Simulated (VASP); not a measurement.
An input for Quantum ESPRESSO's pw.x (written as the equivalent of a VASP run, and not itself run):

```
&CONTROL
  calculation = 'vc-relax'
  pseudo_dir = './pseudo'
  outdir = './out'
  tprnfor = .true.
  tstress = .true.
  nstep = 60
  forc_conv_thr = 0.00078
/
&SYSTEM
  ibrav = 0
  nat = 8
  ntyp = 2
  ecutwfc = 82
  occupations = 'smearing'
  smearing = 'methfessel-paxton'
  degauss = 0.00735
  input_dft = 'pz'
/
&ELECTRONS
  conv_thr = 7.3e-08
  electron_maxstep = 100
/
&IONS
/
&CELL
/
ATOMIC_SPECIES
  Nb 92.906 Nb.upf
  Sn 118.710 Sn.upf
CELL_PARAMETERS angstrom
     5.2118841    0.0000000    0.0000000
    -0.0000000    5.2118841   -0.0000000
     0.0000000    0.0000000    5.2118841
ATOMIC_POSITIONS crystal
  Nb   0.2500000  0.0000000  0.5000000
  Nb   0.5000000  0.2500000  0.0000000
  Nb   0.5000000  0.7500000  1.0000000
  Nb   0.7500000  0.0000000  0.5000000
  Nb   1.0000000  0.5000000  0.7500000
  Nb   0.0000000  0.5000000  0.2500000
  Sn   0.5000000  0.5000000  0.5000000
  Sn   0.0000000  1.0000000  0.0000000
K_POINTS automatic
  6 6 6 0 0 0
```

Task: Translate this input to VASP (INCAR, KPOINTS, POSCAR, choice of POTCAR).

Result: This is not unique; one that fits is 
**POSCAR**
```
Nb3Sn
1
    5.2118840847     0.0000000000     0.0000000000
   -0.0000000000     5.2118840847    -0.0000000000
    0.0000000000     0.0000000000     5.2118840847
Nb Sn
6 2
Direct
  0.2500000000   0.0000000000   0.5000000000
  0.5000000000   0.2500000000   0.0000000000
  0.5000000000   0.7500000000   1.0000000000
  0.7500000000   0.0000000000   0.5000000000
  1.0000000000   0.5000000000   0.7500000000
  0.0000000000   0.5000000000   0.2500000000
  0.5000000000   0.5000000000   0.5000000000
  0.0000000000   1.0000000000   0.0000000000
```

**KPOINTS**
```
Automatic mesh
0
gamma
 6 6 6
```

INCAR:
```
LASPH=.TRUE.
LCHARG=.FALSE.
EDIFFG=-0.02   # ionic stop
EDIFF=1E-6
ENCUT=400   # plane-wave cut-off (eV)
NELM=100   # most electronic steps
IBRION=2
ISMEAR=1
LREAL=.FALSE.
NSW=60   # most ionic steps
LWAVE=.FALSE.
LMAXMIX=4   # l cut-off of mixed one-centre charges
SIGMA=0.1   # width (eV)
PREC=Accurate
SYSTEM=Nb3Sn
ISIF=3   # ions, shape and volume
ALGO=Normal   # blocked Davidson
```

POTCAR, in this order: Nb_sv Sn_d (LDA.64 set). Program: vasp_std.

The two are equivalent in intent, not identical: the potentials are each code's own (VASP's PAW set, PseudoDojo norm-conserving files in pw.x), so ENCUT and ecutwfc are chosen apart and not converted; conv_thr bounds pw.x's estimated SCF error, while EDIFF bounds the energy change between steps; forc_conv_thr acts on force components and is met together with etot_conv_thr.

The compound is Nb3Sn in the A15 structure. This run relaxes it. Symmetry was kept, so distortions that lower it aren't found. The start is the result of an earlier pass.
